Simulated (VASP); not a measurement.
Consider the following.

```yaml
crystal:
  lattice:
    - [1.25105, -2.12355, 0.00000]
    - [1.25105, 2.12355, 0.00000]
    - [0.00000, 0.00000, 6.58247]
  atoms:
    - { symbol: B, position: [0.33333, 0.66667, 0.25000] }
    - { symbol: B, position: [0.66667, 0.33333, 0.75000] }
    - { symbol: N, position: [0.66667, 0.33333, 0.25000] }
    - { symbol: N, position: [0.33333, 0.66667, 0.75000] }
```

Calculation: r2SCAN meta-GGA, VASP's PBE PAW potentials (set 64) (plane waves; VASP). Run with 600 eV cut-off, 10×10×4 Γ-centred mesh, Gaussian smearing of 0.050 eV, potentials B N.

Question: Give the stress tensor in GPa (positive for a compressed cell).

Answer: 
```
 3.80   0.00   0.00
 0.00  20.53   0.00
 0.00   0.00   1.14
```
The pressure is its mean diagonal, 8.49 GPa.

The compound is BN in the hex structure. This cell was strained or had an atom moved on purpose.
